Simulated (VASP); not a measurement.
Given:

```
C
1.0
    0.00000     1.78350     1.78350
    1.78350     0.00000     1.78350
    1.78350     1.78350     0.00000
C
2
Direct
  0.98038   0.01962   0.04766
  0.25000   0.25000   0.25000
```

All values below come from PBE GGA, VASP's PBE PAW potentials (set 64) (plane waves; VASP). Run with 520 eV cut-off, 10×10×10 Γ-centred mesh, Gaussian smearing of 0.050 eV, potentials C.

Task: The ions are relaxed. Give the cell that the relaxation ends in.

Result: 
```
C
1.0
    0.00000     1.78350     1.78350
    1.78350     0.00000     1.78350
    1.78350     1.78350     0.00000
C
2
Direct
  0.99018   0.00981   0.02383
  0.24019   0.25982   0.27383
```
Space group Fd-3m (227), at a tolerance of 0.03 Å.

Task: How much energy does the relaxation gain?

Result: The energy (σ→0) changes by -155.2 meV/atom, in 9 ionic steps.

The compound is C in the diamond structure. In the starting cell atoms are displaced from their ideal sites. This run relaxes the ions in a fixed cell. Symmetry was kept, so distortions that lower it aren't found.
